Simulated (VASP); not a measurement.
# KRh (Pm-3m) in VASP: reference runs

How does KRh come out in PBE? The cell is run as given.

All numbers are computed with VASP 6.6.1; they aren't measurements. Logs are shortened: lines on timing, memory, paths and dates and some standing lists are left out, and cuts for length are marked.

## 1. Starting point

It takes space group Pm-3m (No. 221, cubic). The conventional cell has a = 3.927 Å, b = 3.927 Å, c = 3.927 Å, α = 90.00°, β = 90.00°, γ = 90.00°. Around K (site symmetry m-3m) lie 8 Rh at 3.40 Å. Around Rh (site symmetry m-3m) lie 8 K at 3.40 Å.

The cell was built by a generator and needn't be a form met in nature.

## 2. Single point, PBE

Input file INCAR:

```
PREC = Accurate ; ENCUT = 520
EDIFF = 1E-7 ; ISMEAR = -1
SIGMA = 0.05 ; LREAL = False
LASPH = True ; NELM = 80
ALGO = Normal ; ISIF = 2
LWAVE = False ; LCHARG = False
GGA = PE ; NBANDS = 19
```

Input file KPOINTS:

```
Automatic mesh
0
Gamma
  7 7 7
```

Input file POSCAR:

```
KRh
1.0
    3.9266231500      0.0000000000      0.0000000000
    0.0000000000      3.9266231500      0.0000000000
    0.0000000000      0.0000000000      3.9266231500
K Rh
1 1
Direct
    0.0000000000      0.0000000000      0.0000000000
    0.5000000000      0.5000000000      0.5000000000
```

Potentials or basis: VASP PAW PBE potentials, release 64 (K_sv, Rh_pv).

Run with:

```bash
> cat potpaw_PBE.64/K_sv/POTCAR potpaw_PBE.64/Rh_pv/POTCAR > POTCAR
> mpirun -np 1 vasp_std > vasp.out
```

OUTCAR:

```text
PREC = Accurate
   ENCUT = 520
   EDIFF = 1E-7
   ISMEAR = -1
   LREAL = False
   LASPH = True
   NELM = 80
   ISIF = 2
   GGA = PE

 ion  position               nearest neighbor table
   1  0.000  0.000  0.000-   2 3.40   2 3.40   2 3.40   2 3.40   2 3.40   2 3.40   2 3.40   2 3.40

   2  0.500  0.500  0.500-   1 3.40   1 3.40   1 3.40   1 3.40   1 3.40   1 3.40   1 3.40   1 3.40

  LATTYP: Found a simple cubic cell.
 ALAT       =     3.9266231500

  Lattice vectors:

 A1 = (   3.9266231500,   0.0000000000,   0.0000000000)
 A2 = (   0.0000000000,   3.9266231500,   0.0000000000)
 A3 = (   0.0000000000,   0.0000000000,   3.9266231500)

Analysis of symmetry for initial positions (statically):
=====================================================================
 Subroutine PRICEL returns:
 Original cell was already a primitive cell.

 Routine SETGRP: Setting up the symmetry group for a
 simple cubic supercell.

 Subroutine GETGRP returns: Found 48 space group operations
 (whereof 48 operations were pure point group operations)
 out of a pool of 48 trial point group operations.

The static configuration has the point symmetry O_h .

Analysis of symmetry for dynamics (positions and initial velocities):
=====================================================================
 Subroutine PRICEL returns:
 Original cell was already a primitive cell.

 Routine SETGRP: Setting up the symmetry group for a
 simple cubic supercell.

 Subroutine GETGRP returns: Found 48 space group operations
 (whereof 48 operations were pure point group operations)
 out of a pool of 48 trial point group operations.

The dynamic configuration has the point symmetry O_h .

 Subroutine INISYM returns: Found 48 space group operations
 (whereof 48 operations are pure point group operations),
 and found     1 'primitive' translations

----------------------------------------------------------------------------------------

                                     Primitive cell

  volume of cell :      60.5421

  direct lattice vectors                    reciprocal lattice vectors
     3.926623150  0.000000000  0.000000000     0.254671753  0.000000000  0.000000000
     0.000000000  3.926623150  0.000000000     0.000000000  0.254671753  0.000000000
     0.000000000  0.000000000  3.926623150     0.000000000  0.000000000  0.254671753

  length of vectors
     3.926623150  3.926623150  3.926623150     0.254671753  0.254671753  0.254671753

  position of ions in fractional coordinates (direct lattice)
     0.000000000  0.000000000  0.000000000
     0.500000000  0.500000000  0.500000000

  ion indices of the primitive-cell ions
   primitive index   ion index
                 1           1
                 2           2

----------------------------------------------------------------------------------------

 KPOINTS: Automatic mesh

Automatic generation of k-mesh.
 Grid dimensions read from file:
 generate k-points for:    7    7    7

 Generating k-lattice:

  Cartesian coordinates                     Fractional coordinates (reciprocal lattice)
     0.036381679  0.000000000  0.000000000     0.142857143  0.000000000  0.000000000
     0.000000000  0.036381679  0.000000000     0.000000000  0.142857143  0.000000000
     0.000000000  0.000000000  0.036381679     0.000000000  0.000000000  0.142857143

  Length of vectors
     0.036381679  0.036381679  0.036381679

  Shift w.r.t. Gamma in fractional coordinates (k-lattice)
     0.000000000  0.000000000  0.000000000

 Subroutine IBZKPT returns following result:
 ===========================================

 Found     20 irreducible k-points:

 Following reciprocal coordinates:
            Coordinates               Weight
  0.000000  0.000000  0.000000      1.000000
  0.142857  0.000000  0.000000      6.000000
  0.285714  0.000000  0.000000      6.000000
  0.428571  0.000000  0.000000      6.000000
  0.142857  0.142857  0.000000     12.000000
  0.285714  0.142857  0.000000     24.000000
[... 12 lines left out ...]
  0.428571  0.428571  0.285714     24.000000
  0.428571  0.428571  0.428571      8.000000
   k-points           NKPTS =     20   k-points in BZ     NKDIM =     20   number of bands    NBANDS=     19
   number of dos      NEDOS =    301   number of ions     NIONS =      2
   total plane-waves  NPLWV =  27000
   dimension x,y,z NGX =    30 NGY =   30 NGZ =   30
   dimension x,y,z NGXF=    60 NGYF=   60 NGZF=   60
   ions per type =               1   1
   NGX,Y,Z   is equivalent  to a cutoff of  12.70, 12.70, 12.70 a.u.
   NGXF,Y,Z  is equivalent  to a cutoff of  25.40, 25.40, 25.40 a.u.
 SYSTEM =  unknown system
   PREC   = accura    normal or accurate (medium, high low for compatibility)
   ISTART =      0    job   : 0-new  1-cont  2-samecut
   ICHARG =      2    charge: 1-file 2-atom 10-const
   ISPIN  =      1    spin polarized calculation?
   LNONCOLLINEAR =      F non collinear calculations
   LSORBIT =      F    spin-orbit coupling
   LASPH  =      T    aspherical Exc in radial PAW
   ENCUT  =  520.0 eV  38.22 Ry    6.18 a.u.   7.30  7.30  7.30*2*pi/ulx,y,z
   NELM   =     80;   NELMIN=  2; NELMDL= -5     # of ELM steps
   EDIFF  = 0.1E-06   stopping-criterion for ELM
   LREAL  =      F    real-space projection
   EDIFFG = 0.1E-05   stopping-criterion for IOM
   NSW    =      0    number of steps for IOM
   IBRION =     -1    ionic relax: 0-MD 1-quasi-New 2-CG
   NFREE  =      0    steps in history (QN), initial steepest desc. (CG)
   ISIF   =      2    stress and relaxation
   ISYM   =      2    0-nonsym 1-usesym 2-fastsym
   POTIM  = 0.5000    time-step for ionic-motion
   TEBEG  =    0.0;   TEEND  =   0.0 temperature during run
   PSTRESS=    0.0 pullay stress
   NELECT =      24.0000    total number of electrons
   NUPDOWN=      -1.0000    fix difference up-down
   EMIN   =  10.00;   EMAX   =-10.00  energy-range for DOS
   EFERMI =   0.00;   METHOD = LEGACY
   ISMEAR =    -1;   SIGMA  =   0.05  broadening in eV -4-tet -1-fermi 0-gaus
   EFERMI_NEDOS =   21; number of points for ismear=-14 and -15
   IALGO  =     38    algorithm
   IMIX   =      4    mixing-type and parameters
     AMIX     =   0.40;   BMIX     =  1.00
     AMIX_MAG =   1.60;   BMIX_MAG =  1.00
  volume/ion in A,a.u.               =      30.27       204.28
  Fermi-wavevector in a.u.,A,eV,Ry     =   1.202613  2.272610 19.677819  1.446279
  Thomas-Fermi vector in A             =   2.338390
   LORBIT       =      0    0 simple, 1 ext, 2 COOP (PROOUT), +10 PAW based schemes
   GGA     = PE    functional components
   LHFCALC =     F    Hartree Fock is set to
   AEXX    =    0.0000 exact exchange contribution
   IVDW    =     0    specifies the selected vdW correction
   LEPSILON=     F    determine dielectric tensor
   LRPA    =     F    only Hartree local field effects (RPA)
 non-spin polarized calculation
  energy-cutoff  :      520.00
  volume of cell :       60.54
 maximum number of plane-waves:      1647
 NGX is ok and might be reduce to    30
   NGX = 15   NGY = 15   NGZ = 15

 number of electron      23.9999992 magnetization

 Free energy of the ion-electron system (eV)
  ---------------------------------------------------
  ext. energy  EPLUGINS =         0.00000000
  ---------------------------------------------------
  free energy    TOTEN  =        -5.71631978 eV

  energy without entropy =       -5.67341923  energy(sigma->0) =       -5.69486951

 E-fermi :   1.5637     XC(G=0):  -8.7612

 val. band max:        1.5506724496   @ k =   0.2857   0.0000   0.0000
 cond. band min:       1.5721121705   @ k =   0.4286   0.0000   0.0000
 fundamental gap:      0.0214397209
 Fermi energy:         1.5636668504

 k-point     1 :       0.0000    0.0000    0.0000
  band No.  band energies     occupation
      1     -42.8460      2.00000
      2     -42.8460      2.00000
      3     -42.8460      2.00000
      4     -28.0438      2.00000
      5     -11.4777      2.00000
      6     -11.4777      2.00000
[... 11 lines left out ...]
     18       9.2466      0.00000
     19      10.9229      0.00000

 k-point     2 :       0.1429    0.0000    0.0000
  band No.  band energies     occupation
      1     -42.8468      2.00000
      2     -42.8459      2.00000
      3     -42.8459      2.00000
      4     -28.0409      2.00000
      5     -11.5257      2.00000
      6     -11.4745      2.00000
[... 11 lines left out ...]
     18       9.2684      0.00000
     19      10.8794      0.00000

 k-point     3 :       0.2857    0.0000    0.0000
  band No.  band energies     occupation
      1     -42.8485      2.00000
      2     -42.8458      2.00000
      3     -42.8458      2.00000
      4     -28.0342      2.00000
      5     -11.6311      2.00000
      6     -11.4673      2.00000
[... 11 lines left out ...]
     18      10.0023      0.00000
     19      10.7820      0.00000

 k-point     4 :       0.4286    0.0000    0.0000
  band No.  band energies     occupation
      1     -42.8500      2.00000
      2     -42.8457      2.00000
      3     -42.8457      2.00000
      4     -28.0289      2.00000
      5     -11.7133      2.00000
      6     -11.4615      2.00000
[... 11 lines left out ...]
     18      10.7041      0.00000
     19      11.2067      0.00000

 k-point     5 :       0.1429    0.1429    0.0000
  band No.  band energies     occupation
      1     -42.8467      2.00000
      2     -42.8467      2.00000
      3     -42.8458      2.00000
      4     -28.0380      2.00000
      5     -11.5270      2.00000
      6     -11.5154      2.00000
[... 11 lines left out ...]
     18       9.9036      0.00000
     19      10.6380      0.00000
[... 246 lines left out ...]
      2     -42.8481      2.00000
      3     -42.8481      2.00000
      4     -28.0165      2.00000
      5     -11.5965      2.00000
      6     -11.5854      2.00000
[... 11 lines left out ...]
     18       8.8566      0.00000
     19      11.2015      0.00000

 k-point    18 :       0.4286    0.2857    0.2857
  band No.  band energies     occupation
      1     -42.8496      2.00000
      2     -42.8480      2.00000
      3     -42.8480      2.00000
      4     -28.0117      2.00000
      5     -11.6621      2.00000
      6     -11.5797      2.00000
[... 11 lines left out ...]
     18       9.2269      0.00000
     19      10.4806      0.00000

 k-point    19 :       0.4286    0.4286    0.2857
  band No.  band energies     occupation
      1     -42.8495      2.00000
      2     -42.8495      2.00000
      3     -42.8479      2.00000
      4     -28.0069      2.00000
      5     -11.6511      2.00000
      6     -11.6497      2.00000
[... 11 lines left out ...]
     18       9.7336      0.00000
     19       9.8390      0.00000

 k-point    20 :       0.4286    0.4286    0.4286
  band No.  band energies     occupation
      1     -42.8493      2.00000
      2     -42.8493      2.00000
      3     -42.8493      2.00000
      4     -28.0020      2.00000
      5     -11.6422      2.00000
      6     -11.6417      2.00000
[... 11 lines left out ...]
     18       9.7723      0.00000
     19       9.7723      0.00000

------------------------ aborting loop because EDIFF is reached ----------------------------------------

  FORCE on cell =-STRESS in cart. coord.  units (eV):
  Direction    XX          YY          ZZ          XY          YZ          ZX
  --------------------------------------------------------------------------------------
  -------------------------------------------------------------------------------------
  Total       -1.2600637     -1.2600637     -1.2600637     -0.0000000      0.0000000     -0.0000000
  in kB      -33.3461274    -33.3461274    -33.3461274     -0.0000000      0.0000000     -0.0000000
  external PRESSURE =     -33.3461274 kB  Pullay stress =       0.0000000 kB

 VOLUME and BASIS-vectors are now :
 -----------------------------------------------------------------------------
  energy-cutoff  :      520.00
  volume of cell :       60.54
      direct lattice vectors                 reciprocal lattice vectors
     3.926623150  0.000000000  0.000000000     0.254671753  0.000000000  0.000000000
     0.000000000  3.926623150  0.000000000     0.000000000  0.254671753  0.000000000
     0.000000000  0.000000000  3.926623150     0.000000000  0.000000000  0.254671753

 POSITION                                       TOTAL-FORCE (eV/Angst)
 -----------------------------------------------------------------------------------
      0.00000      0.00000      0.00000         0.000000      0.000000      0.000000
      1.96331      1.96331      1.96331         0.000000      0.000000      0.000000
 -----------------------------------------------------------------------------------
    total drift:                                0.000000      0.000000      0.000000

  FREE ENERGIE OF THE ION-ELECTRON SYSTEM (eV)
  ---------------------------------------------------
  free  energy   TOTEN  =        -5.7163197818 eV

  energy  without entropy=       -5.6734192310  energy(sigma->0) =       -5.69486951
```

Run time: 23 s. Hardware: 1 thread of Intel Xeon Platinum 8259CL at 2.50GHz (Skylake/Cascade Lake), shared host; peak memory 0.17 GiB.

Results:

- Free energy: -5.7163 eV
- Pressure: -3.3 GPa
- Band gap on the k mesh: none (metal or under the smearing width)

Levels at points of the mesh, in eV from the Fermi level:
| k point | band 10 | band 11 | band 12 | band 13 | band 14 | band 15 |
| --- | --- | --- | --- | --- | --- | --- |
| (0.00, 0.00, 0.00) | -0.97 | -0.05 | -0.05 | -0.05 | 5.85 | 5.85 |
